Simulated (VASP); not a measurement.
Write the native input for VASP 6.6.1 that does the following.

- Task: single point
- Functional: PBEsol
- Potentials or basis: VASP PAW PBE potentials, release 64 (B, O, C, H)
- Cutoff: 520 eV
- k mesh: 2 × 2 × 1
- Occupations: fermi-dirac, width 0.05 eV
- Spin: no spin polarisation
- Dipole correction: no
- Further INCAR settings: LREAL = Auto; ALGO = Fast; EDIFF = 1e-07; NBANDS = 73

The structure of B8HCO4 lies in POSCAR:

```
B8HCO4
1.0
    5.7580000000      0.0000000000      0.0000000000
    0.0000000000      7.0520000000      0.0000000000
    0.0000000000      0.0000000000     17.1554790000
B O C H
16 8 2 2
Direct
    0.0000000000      0.3800056721      0.0582904156
    0.0000000000      0.6199943279      0.0582904156
    0.0000521014      0.0945547362      0.1392383156
    0.2499131643      0.9330402723      0.1467927535
    0.2509551928      0.3782614861      0.2055378343
    0.2500521014      0.6445263755      0.2185890583
    0.2502431400     -0.0215683494      0.2440794571
    0.0005210142      0.9264180374      0.2519894665
    0.5000000000      0.3800056721      0.0582904156
    0.5000000000      0.6199943279      0.0582904156
    0.4997568600      0.0942994895      0.1394131869
    0.7506078499      0.9342030630      0.1449624345
    0.7497394929      0.3830686330      0.2055086891
    0.7494442515      0.6500425411      0.2154880082
    0.7515804099     -0.0271695973      0.2418061309
    0.5010941299      0.9282614861      0.2500425666
    0.0011462313      0.2847844583      0.1513802092
    0.2499305314      0.7603374929      0.1101222531
    0.2498610629      0.2707742484      0.2632744909
   -0.0022229941      0.7349546228      0.2251117558
    0.4987495658      0.2846284742      0.1515317643
    0.7508162556      0.7601531480      0.1091196579
    0.7503473428      0.2803460011      0.2635193107
    0.5033518583      0.7353516733      0.2241383059
    0.2490969086      0.5774106636      0.3961766384
    0.3172282042      0.7471781055      0.4017375440
    0.1924105592      0.4126914351      0.3898637864
    0.3769538034      0.9035309132      0.3982109739
```

One way to write it, as run:

INCAR

```
SYSTEM = B8HCO4
PREC     = Accurate       ! precision mode
ENCUT    = 520            ! plane-wave cutoff, eV
EDIFF    = 1E-7           ! SCF threshold, eV
ISMEAR   = -1             ! smearing method
SIGMA    = 0.05           ! smearing width, eV
LREAL    = Auto         
LASPH    = .TRUE.         ! aspherical terms in the spheres
NELM     = 100            ! most SCF steps
ALGO     = Fast           ! electronic algorithm
ISIF     = 2              ! what is computed and relaxed
LWAVE    = .FALSE.        ! write WAVECAR
LCHARG   = .FALSE.        ! write CHGCAR
GGA      = PS             ! functional
NBANDS   = 73             ! bands
```

KPOINTS

```
Automatic mesh
0
G
  2 2 1
  0 0 0
```

Potentials or basis: VASP PAW PBE potentials, release 64 (B, O, C, H).

Command:

```bash
$ cat potpaw_PBE.64/B/POTCAR potpaw_PBE.64/O/POTCAR potpaw_PBE.64/C/POTCAR potpaw_PBE.64/H/POTCAR > POTCAR
$ mpirun -np 1 vasp_std > vasp.out
```

It gave:

| Property | Result |
| --- | --- |
| Largest force | 6.634 eV/Å |
| Band gap on the k mesh | none (metal or under the smearing width) |

Caveat: the k mesh is coarse (spacing up to 0.55 Å⁻¹), so the values aren't converged; the PAW data sets were made with another functional, which shifts forces and pressure a little.

Wall time 7 min on 1 thread of Intel(R) Xeon(R) 6975P-C (Granite Rapids), on a shared host, peak memory 0.76 GiB.
